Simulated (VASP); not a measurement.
Shape and ions are relaxed at each volume.

Energy against volume of TiAl (L1_0). Method: vdW-DF2, VASP's PBE PAW potentials (set 64) (plane waves; VASP).

```csv
V (Å³/atom),E (eV/atom)
15.668,-3.41448
16.168,-3.43158
16.668,-3.43706
17.168,-3.43256
17.668,-3.41951
```

Q: Fit a third-order Birch-Murnaghan equation of state.

A: 
| Item | Result |
|---|---|
| volume per atom | 16.68 Å³/atom |
| bulk modulus | 106 GPa |
| pressure derivative of the bulk modulus | 4.10 |

The compound is TiAl in the L1_0 structure. It was relaxed first.
